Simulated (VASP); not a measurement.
An input for Ansatz (written as the equivalent of a VASP run, and not itself run):

Ansatz 0.2 input:
```yaml
crystal:
  lattice:
    - [0.0000000, 2.0920519, 2.0920519]
    - [2.0920519, 0.0000000, 2.0920519]
    - [2.0920519, 2.0920519, 0.0000000]
  atoms:
    - { symbol: Au, position: [0.0000000, 0.0000000, 0.0000000] }
kpoints:
  mp_grid: { grid: [14, 14, 14] }
hamiltonian:
  xc: revpbe
  pseudopotentials: { kind: paw }
scf:
  occupations: { method: methfessel_paxton, width: 0.1 }
  max_iter: 100
relax:
  max_steps: 60
  f_tol: 0.01
  cell: {}
output: { forces: true, stress: true, eigenvalues: true }
```

### Question
Translate this input to VASP (INCAR, KPOINTS, POSCAR, choice of POTCAR).

### Answer
This is not unique; one that fits is 
POSCAR:
```
Au
1
    0.0000000000     2.0920518750     2.0920518750
    2.0920518750     0.0000000000     2.0920518750
    2.0920518750     2.0920518750     0.0000000000
Au
1
Direct
  0.0000000000   0.0000000000   0.0000000000
```

KPOINTS:
```
Automatic
0
Gamma
14 14 14
```

**INCAR**
```
ALGO = Normal
EDIFF = 1E-6
EDIFFG = -0.01
ENCUT = 520
GGA = RE
IBRION = 2
ISIF = 3
ISMEAR = 1
LASPH = .TRUE.
LCHARG = .FALSE.
LMAXMIX = 6
LREAL = .FALSE.
LWAVE = .FALSE.
NELM = 100
NSW = 60
PREC = Accurate
SIGMA = 0.1
SYSTEM = Au
```

POTCAR, in this order: Au (PBE.64 set). Program: vasp_std.

The two are equivalent in intent, not identical: each code has its own PAW files, so the cut-off isn't converted (ENCUT is set for VASP's; basis.ecutwfc is left out, and Ansatz then takes the one that its files recommend); Ansatz stops its SCF on the density residual and VASP on the energy change (EDIFF).

The compound is Au in the fcc structure. It was relaxed first, which changed the volume by +8 %. The start is the result of an earlier pass.
